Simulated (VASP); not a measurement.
GW runs with VASP on C (diamond), on PBE orbitals with a Kohn-Sham gap of 4.44 eV on the mesh.

C is modelled in the cubic space group Fd-3m, origin choice 1 (No. 227), the diamond structure, Pearson symbol cF8. Cell: a = 3.5670 Å, b = 3.5670 Å, c = 3.5670 Å, α = 90.00°, β = 90.00°, γ = 90.00°. C on 8b is surrounded by 4 C at 1.545 Å (tetrahedral). (Neighbours: up to the widest gap in distance over summed covalent radii, below 1.35, at either atom.)
(The calculation used a cell of 2 atoms; values per cell refer to that cell.)

Settings: PREC = Normal, 500 eV cut-off, 4×4×4 Γ-centred mesh, Gaussian smearing of 0.010 eV, potentials C_GW_new.

The mesh is coarse and the basis finite, so the quasiparticle values are not converged.

```
run                  level  NBANDS  ENCUTGW (eV)  QP gap (eV)  smallest direct QP gap (eV)
-----  -------------------  ------  ------------  -----------  ---------------------------
run 1  G0W0@PBE, 1 step(s)     100           150         5.76                         7.20
run 2  G0W0@PBE, 1 step(s)     240           250         5.89                         7.31
run 3  G0W0@PBE, 1 step(s)     303           300          [?]                          [?]
```

Problem. Some entries are withheld; supply them.

Solution. 
- run 3, QP gap (eV): 5.93
- run 3, smallest direct QP gap (eV): 7.35

Left out are failed runs and those that VASP or the mesh makes unfit.

The compound is C in the diamond structure. The cell was not relaxed at this level.
